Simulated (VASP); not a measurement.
Ga$_{2}$BiAs (space group P-4m2): computed properties

Level of theory: r2SCAN meta-GGA, VASP's PBE PAW potentials (set 64) (plane waves; VASP 6.6.1).

For Ga2BiAs, the space group is P-4m2 (115) and the cell is a = 4.2381 Å, b = 4.2381 Å, c = 6.0271 Å, α = 90.00°, β = 90.00°, γ = 90.00°. The volume per atom comes out as 27.06 Å^3/atom and the band gap (over mesh and band path) is none (metal, semimetal or under 0.01 eV). The density is 6.49 g/cm³.

```
BiGa2As
1.0
    4.23810     0.00000     0.00000
    0.00000     4.23810     0.00000
    0.00000     0.00000     6.02710
Ga Bi As
2 1 1
Direct
  0.50000   0.00000   0.72569
  0.00000   0.50000   0.27431
  0.00000   0.00000   0.00000
  0.50000   0.50000   0.50000
```

Unless said otherwise, spin-orbit coupling is left out, though it shifts the bands of the heavy elements here.

The structure comes from a computed database's Ga2BiAs entry (P-4m2); how it stands against other phases isn't given here. It was relaxed first. Symmetry was kept, so distortions that lower it aren't found.
